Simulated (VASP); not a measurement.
Rb (space group Im-3m): the measured cell of entry 9012876 of the Crystallography Open Database is

```
Rb
1.0
   -2.85000     2.85000     2.85000
    2.85000    -2.85000     2.85000
    2.85000     2.85000    -2.85000
Rb
1
Direct
  0.00000   0.00000   0.00000
```

All values below come from r2SCAN meta-GGA, VASP's PBE PAW potentials (set 64) (plane waves; VASP). Numerical set-up: 400 eV cut-off, 10×10×10 Γ-centred mesh, tetrahedra with Blöchl corrections, potentials Rb_sv.

The calculation is for a static lattice at zero pressure; the measurement, whose temperature isn't given here, holds thermal and zero-point expansion. The entry's conditions were not checked, so it may have been measured under pressure.

Problem. How far does the relaxed conventional cell lie from the measured one?

Solution. 
|  | measured | computed | difference |
|---|---|---|---|
| a (Å) | 5.700 | 5.753 | +0.9 % |
| V (Å³/atom) | 92.60 | 95.23 | +2.8 % |

The structure comes from a measured Rb entry (Im-3m) of the Crystallography Open Database, whose conditions weren't checked. It was relaxed first. Symmetry was kept, so distortions that lower it aren't found.
